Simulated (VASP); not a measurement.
OSZICAR of a VASP run on SnTe (rock salt):

**OSZICAR**
```
       N       E                     dE             d eps       ncg     rms          rms(c)
DAV:   1     0.797607568137E+02    0.79761E+02   -0.98568E+03   560   0.165E+03
DAV:   2    -0.426721653024E+02   -0.12243E+03   -0.11981E+03   590   0.374E+02
DAV:   3    -0.534852521686E+02   -0.10813E+02   -0.10783E+02   746   0.102E+02
DAV:   4    -0.537642931433E+02   -0.27904E+00   -0.27897E+00   632   0.180E+01
DAV:   5    -0.537763005174E+02   -0.12007E-01   -0.12007E-01   836   0.357E+00    0.463E+00
DAV:   6    -0.506043466503E+02    0.31720E+01   -0.90473E-01   686   0.160E+01    0.353E+00
DAV:   7    -0.505203633380E+02    0.83983E-01   -0.76708E-01   560   0.942E+00    0.987E-01
DAV:   8    -0.506337571788E+02   -0.11339E+00   -0.61548E-01   560   0.637E+00    0.524E-01
DAV:   9    -0.506674104867E+02   -0.33653E-01   -0.22206E-02   620   0.120E+00    0.490E-01
DAV:  10    -0.506575453048E+02    0.98652E-02   -0.54238E-03   614   0.500E-01    0.660E-01
DAV:  11    -0.506818601647E+02   -0.24315E-01   -0.91839E-02   560   0.209E+00    0.166E-01
DAV:  12    -0.506839831270E+02   -0.21230E-02   -0.49260E-03   584   0.545E-01    0.116E-01
DAV:  13    -0.506823762910E+02    0.16068E-02   -0.11178E-03   620   0.292E-01    0.231E-01
DAV:  14    -0.506843935365E+02   -0.20172E-02   -0.35285E-03   560   0.584E-01    0.420E-02
DAV:  15    -0.506844333189E+02   -0.39782E-04   -0.10507E-04   662   0.849E-02    0.165E-02
DAV:  16    -0.506844387929E+02   -0.54740E-05   -0.49987E-06   614   0.246E-02    0.694E-03
DAV:  17    -0.506844454890E+02   -0.66960E-05   -0.70287E-06   578   0.309E-02    0.391E-03
DAV:  18    -0.506844507248E+02   -0.52359E-05   -0.11507E-05   560   0.398E-02    0.444E-03
DAV:  19    -0.506844504763E+02    0.24848E-06   -0.51439E-07   310   0.915E-03
   1 F= -.50684450E+02 E0= -.50684450E+02  d E =-.506845E+02
       N       E                     dE             d eps       ncg     rms          rms(c)
DAV:   1    -0.508301147114E+02   -0.14566E+00   -0.35288E+00   680   0.323E+01    0.221E+00
DAV:   2    -0.507171101502E+02    0.11300E+00   -0.20089E-01   680   0.744E+00    0.963E-01
DAV:   3    -0.506870518865E+02    0.30058E-01   -0.87495E-02   816   0.488E+00    0.201E-01
DAV:   4    -0.506886155530E+02   -0.15637E-02   -0.76183E-03   560   0.925E-01    0.992E-02
DAV:   5    -0.506880393134E+02    0.57624E-03   -0.31914E-03   560   0.573E-01    0.518E-02
DAV:   6    -0.506886437131E+02   -0.60440E-03   -0.24711E-03   560   0.446E-01    0.479E-02
DAV:   7    -0.506888040689E+02   -0.16036E-03   -0.50198E-04   560   0.227E-01    0.137E-02
DAV:   8    -0.506887979920E+02    0.60769E-05   -0.25019E-04   560   0.169E-01    0.154E-02
DAV:   9    -0.506888515746E+02   -0.53583E-04   -0.12012E-04   560   0.128E-01    0.645E-03
DAV:  10    -0.506888791549E+02   -0.27580E-04   -0.95850E-06   584   0.466E-02    0.309E-03
DAV:  11    -0.506888769261E+02    0.22288E-05   -0.11196E-06   406   0.173E-02    0.194E-03
DAV:  12    -0.506888791585E+02   -0.22325E-05   -0.14531E-06   416   0.179E-02    0.138E-03
DAV:  13    -0.506888795593E+02   -0.40075E-06   -0.18306E-07   280   0.712E-03
   2 F= -.50688880E+02 E0= -.50688880E+02  d E =-.442908E-02
       N       E                     dE             d eps       ncg     rms          rms(c)
DAV:   1    -0.506974397082E+02   -0.85605E-02   -0.19402E-01   680   0.722E+00    0.534E-01
DAV:   2    -0.506908952151E+02    0.65445E-02   -0.11836E-02   680   0.182E+00    0.231E-01
DAV:   3    -0.506892389329E+02    0.16563E-02   -0.47869E-03   792   0.115E+00    0.482E-02
DAV:   4    -0.506893104560E+02   -0.71523E-04   -0.43879E-04   560   0.223E-01    0.231E-02
DAV:   5    -0.506892982928E+02    0.12163E-04   -0.19151E-04   560   0.140E-01    0.137E-02
DAV:   6    -0.506893345236E+02   -0.36231E-04   -0.11994E-04   560   0.972E-02    0.115E-02
DAV:   7    -0.506893365573E+02   -0.20337E-05   -0.32054E-05   560   0.584E-02    0.285E-03
DAV:   8    -0.506893413002E+02   -0.47428E-05   -0.18743E-05   560   0.465E-02    0.337E-03
DAV:   9    -0.506893425113E+02   -0.12112E-05   -0.50236E-06   560   0.260E-02    0.161E-03
DAV:  10    -0.506893439961E+02   -0.14848E-05   -0.35054E-07   310   0.854E-03    0.105E-03
DAV:  11    -0.506893438756E+02    0.12047E-06   -0.44640E-08   280   0.238E-03
   3 F= -.50689344E+02 E0= -.50689344E+02  d E =-.489340E-02
```

Question: Which electronic solver shows in the log?

Answer: It is blocked Davidson (ALGO = Normal, or the opening steps of other solvers). The INCAR had ALGO = Normal.

Question: Can the final energy be trusted as converged?

Answer: Self-consistency was reached. It stopped with EDIFF = 1E-6, NELM = 100, NSW = 60 and EDIFFG = -0.01 after 3 ionic steps (r2SCAN meta-GGA, plane waves, VASP's PBE PAW potentials (set 64)). Energy and stress use the plane-wave basis of the starting cell.

The compound is SnTe in the rock salt structure, which distorts at low temperature. This run relaxes it. Symmetry was kept, so distortions that lower it aren't found.
